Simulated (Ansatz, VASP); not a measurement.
Na3Tl2Cl in VASP and in Ansatz

```
Na Tl Cl
1.0
     6.46274    0.00000    0.00000
    -3.23137    5.59690    0.00000
     0.00000    0.00000    5.42773
Na Tl Cl
3 2 1
Direct
  0.50000 0.00000 0.50000
  0.00000 0.50000 0.50000
  0.50000 0.50000 0.50000
  0.33333 0.66667 0.00000
  0.66667 0.33333 0.00000
  0.00000 0.00000 0.00000
```

Change from the starting cell: species swapped into the LaCu2Ni3 type (P6/mmm, No. 191).

Alike in both runs: functional PBE; k mesh 9 × 9 × 8; occupations gaussian, width 0.1 eV; no spin polarisation.

Ansatz relaxed the structure, and its values are those at the end. VASP's run is a single point on that final structure, the one shown.

|  | VASP | Ansatz |
| --- | --- | --- |
| version | VASP 6.6.1 | Ansatz 0.2.0 |
| potentials or method | VASP PAW PBE potentials, release 64 (Na_pv, Tl_d, Cl) | scalar-relativistic, plane waves, PAW |
| plane-wave cutoff (eV) | 520 | 420 |
| valence electrons in the cell | 54 | 60 |

```tsv
	VASP	Ansatz	Ansatz less VASP
gap on the k mesh at the Fermi level (eV)	none	none	-
pressure (GPa)	0.0	0.0	+0.03
```

A gap of «none» marks a metal or a gap that the smearing closes. The functional is the same, so the differences come from potentials, cutoffs and numerics. The two sets of potentials don't hold the same shells in valence.

The runs have no spin-orbit coupling, so splittings on Tl are missing.
